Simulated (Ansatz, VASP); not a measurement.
**BiAu3: VASP beside Ansatz**

File INCAR:

```
ALGO     = Normal         # electronic algorithm
EDIFF    = 1E-6           # SCF threshold, eV
EDIFFG   = -0.005         # ionic threshold
ENCUT    = 600            # plane-wave cutoff, eV
GGA      = PE             # functional
IBRION   = 2              # ionic algorithm
ISIF     = 3              # what is computed and relaxed
ISMEAR   = 0              # smearing method
LASPH    = True           # aspherical terms in the spheres
LCHARG   = False          # write CHGCAR
LREAL    = False          # projectors in reciprocal space
LWAVE    = False          # write WAVECAR
NELM     = 100            # most SCF steps
NSW      = 100            # ionic steps
PREC     = Accurate       # precision mode
SIGMA    = 0.1            # smearing width, eV
```

KPOINTS

```
k-points
0
Gamma
  10 10 10
```

Contents of POSCAR:

```
BiAu3
1.0
    0.0000000000      3.4662359120      3.4662359120
    3.4662359120      0.0000000000      3.4662359120
    3.4662359120      3.4662359120      0.0000000000
Bi Au
1 3
Direct
    0.0000000000      0.0000000000      0.0000000000
    0.7500000000      0.7500000000      0.7500000000
    0.5000000000      0.5000000000      0.5000000000
    0.2500000000      0.2500000000      0.2500000000
```

Input for Ansatz:

```yaml
crystal:
  lattice:
    - [0.0, 3.466235912, 3.466235912]
    - [3.466235912, 0.0, 3.466235912]
    - [3.466235912, 3.466235912, 0.0]
  atoms:
    - { symbol: Bi, position: [0.0, 0.0, 0.0] }
    - { symbol: Au, position: [0.75, 0.75, 0.75] }
    - { symbol: Au, position: [0.5, 0.5, 0.5] }
    - { symbol: Au, position: [0.25, 0.25, 0.25] }
basis:
  ecutwfc: 420
kpoints:
  mp_grid: { grid: [10, 10, 10] }
hamiltonian:
  xc: pbe
scf:
  occupations: { method: gaussian, width: 0.1 }
output:
  forces: true
  stress: true
  eigenvalues: true
relax:
  adjacent_minimum: "off"
  f_tol: 0.005
  max_steps: 80
  cell: { stress_tol: 0.05 }
```

The cell comes from a database or a generator and needn't be the stable form of this composition.

Alike in both runs: task relaxation of cell and atoms; functional PBE; k mesh 10 × 10 × 10; occupations gaussian, width 0.1 eV; no spin polarisation.

|  | VASP | Ansatz |
| --- | --- | --- |
| version | VASP 6.6.1 | Ansatz 0.2.0 |
| potentials or method | VASP PAW PBE potentials, release 64 (Bi_d, Au) | scalar-relativistic, plane waves, PAW |
| plane-wave cutoff (eV) | 600 | 420 |
| valence electrons in the cell | 48 | 72 |

```tsv
	VASP	Ansatz	Ansatz less VASP
gap on the k mesh at the Fermi level, each at its own relaxed structure (eV)	none	none	-
relaxed volume (Å³/atom)	21.09	21.11	+0.016
relaxed cell length with the largest relative difference (Å)	4.923	4.924	+0.0013
energy change over the relaxation (meV/atom)	-1	-1	-0.1
```

A gap of «none» marks a metal or a gap that the smearing closes. The two sets of potentials don't hold the same shells in valence.

Caveats: spin-orbit coupling is left out, which moves the levels of the heavy elements.
